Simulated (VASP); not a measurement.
ZnCd3Se3S:

```
Zn Cd Se S
1.0
     4.29642    2.47561    3.49752
    -4.15107    2.39098    3.37877
    -0.00062   -4.96952    3.51130
Zn Cd Se S
1 3 3 1
Cartesian
  0.1509 -0.1309 10.2943
  -1.9204 1.0986 6.9412
  2.1672 1.0862 6.9734
  -0.0227 2.4456 3.5473
  -2.1441 1.1999 4.2482
  2.2275 1.2775 4.3155
  -0.0016 -2.6391 4.2487
  0.1609 -0.0631 7.9028
```

The cell was built by a generator and needn't be a form met in nature.

```yaml
Program: VASP 6.6.1
Task: relaxation of cell and atoms
Functional: PBE
Potentials_or_basis: VASP PAW PBE potentials, release 64 (Zn, Cd, Se, S)
Cutoff: 520 eV
k_mesh: 3 × 3 × 3
Occupations: gaussian, width 0.05 eV
Spin: no spin polarisation
```

At the start: pressure 0.6 GPa; volume 27.06 Å³/atom.

Task: Where does the relaxation end?

Result: Over 13 steps the energy falls by 15.4 meV/atom and the volume is 27.24 Å³/atom (+0.7 %); space group R3 (No. 146, to 0.05 Å).

The path:
| step | energy change (eV) | largest force (eV/Å) | pressure (GPa) | volume (Å³) |
| --- | --- | --- | --- | --- |
| 1 | 0.0000 | 0.7279 | 0.58 | 216.44 |
| 2 | -0.0810 | 0.3464 | -0.37 | 219.52 |
| 3 | -0.0879 | 0.2473 | -0.56 | 220.65 |
| 4 | -0.1121 | 0.1150 | -0.01 | 218.05 |
| 5 | -0.1157 | 0.0638 | 0.19 | 216.93 |
| 6 | -0.1158 | 0.0759 | 0.31 | 216.54 |
| 7 | -0.1199 | 0.0726 | 0.04 | 217.82 |
| 8 | -0.1200 | 0.0903 | -0.07 | 218.18 |
| 9 | -0.1217 | 0.0551 | -0.06 | 218.13 |
| 10 | -0.1221 | 0.0387 | -0.05 | 218.10 |
| 11 | -0.1221 | 0.0737 | -0.04 | 218.04 |
| 12 | -0.1222 | 0.0498 | -0.02 | 218.08 |
| 13 | -0.1228 | 0.0274 | 0.00 | 217.94 |

Final structure:
```
Zn Cd Se S
1.0
     4.26539    2.46154    3.46771
    -4.25624    2.46136    3.45909
     0.00352   -4.92311    3.46303
Zn Cd Se S
1 3 3 1
Cartesian
  0.0001 -0.0187 10.3134
  -2.0710 1.1931 6.9748
  2.1045 1.1728 6.9451
  -0.0460 2.4894 3.5036
  -2.2627 1.2527 4.2998
  2.2143 1.2842 4.2780
  0.0044 -2.6074 4.2935
  0.0099 -0.0223 7.9225
```
